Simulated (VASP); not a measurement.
Shape and ions are relaxed at each volume.

Energy against volume of AlN (wurtzite). Method: r2SCAN+rVV10, VASP's PBE PAW potentials (set 64) (plane waves; VASP 6.6.1).

| V (Å³/atom) | E (eV/atom) |
|---|---|
| 9.733 | -9.49286 |
| 10.044 | -9.51403 |
| 10.354 | -9.52081 |
| 10.665 | -9.51508 |
| 10.976 | -9.49852 |

Problem. Fit a third-order Birch-Murnaghan equation of state.

Solution. 
- volume per atom: 10.36 Å³/atom
- bulk modulus: 214 GPa
- pressure derivative of the bulk modulus: 3.74

Measured: bulk modulus 208 GPa (computed value off by +2.9 %), as given by J. Phys. Chem. B 108, 11506, doi 10.1021/jp048396e, abstract (bulk AlN value quoted). The calculation is for a static lattice, while the measured bulk modulus holds thermal and zero-point effects, which are part of the difference.

The compound is AlN in the wurtzite structure. It was relaxed first.
